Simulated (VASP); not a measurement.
Write the native input for VASP 6.6.1 that does the following.

* Task: relaxation of cell and atoms
* Functional: PBE
* Potentials or basis: VASP PAW PBE potentials, release 64 (Mg, Zr_sv, O)
* Cutoff: 520 eV
* k mesh: 3 × 3 × 4
* Occupations: gaussian, width 0.15 eV
* Spin: no spin polarisation
* Further INCAR settings: PREC = Normal; ALGO = Fast; EDIFF = 0.0001; IBRION = 2; EDIFFG = -0.08; NSW = 24; ISIF = 3

The structure of MgZr2O3 lies in POSCAR:

```
MgZr2O3
1.0
    5.0989188900      0.0000000000      0.0000000000
   -2.5494594400      4.4157932900      0.0000000000
    0.0000000000      0.0000000000      3.3748660900
Mg Zr O
1 2 3
Direct
    0.0000000000      0.0000000000      0.0000000000
    0.6666666700      0.3333333300      0.0000000000
    0.3333333300      0.6666666700      0.0000000000
    0.5000000000      0.0000000000      0.5000000000
    0.0000000000      0.5000000000      0.5000000000
    0.5000000000      0.5000000000      0.5000000000
```

The cell was built by a generator and needn't be a form met in nature.

The input as run:

INCAR

```
SYSTEM = MgZr2O3
PREC = Normal
ENCUT = 520
EDIFF = 1E-4
ISMEAR = 0
SIGMA = 0.15
LREAL = .False.
LASPH = .True.
NELM = 60
ALGO = Fast
ISIF = 3
LWAVE = .False.
LCHARG = .False.
GGA = PE
IBRION = 2
NSW = 24
EDIFFG = -0.08
```

KPOINTS

```
regular mesh
0
Gamma
  3 3 4
  0 0 0
```

Potentials or basis: VASP PAW PBE potentials, release 64 (Mg, Zr_sv, O).

Command:

```sh
$ cat potpaw_PBE.64/Mg/POTCAR potpaw_PBE.64/Zr_sv/POTCAR potpaw_PBE.64/O/POTCAR > POTCAR
$ mpirun -np 1 vasp_std > vasp.out
```

It gave:

- Relaxed volume: 13.88 Å³/atom
- Relaxed cell: a = 5.614 Å, b = 5.614 Å, c = 3.052 Å, α = 90.00°, β = 90.00°, γ = 120.00°
- Space group after relaxing (to 0.05 Å): P6/mmm (No. 191)
- Energy gained by relaxing: 276.6 meV/atom
- Ionic steps: 6
- Pressure after relaxing: -0.1 GPa
- Band gap on the k mesh: none (metal or under the smearing width)

Caveat: the k mesh is coarse (spacing up to 0.47 Å⁻¹), so the values aren't converged.

Wall time 36 s on 1 thread of Intel(R) Xeon(R) 6975P-C (Granite Rapids), on a shared host, peak memory 0.15 GiB.
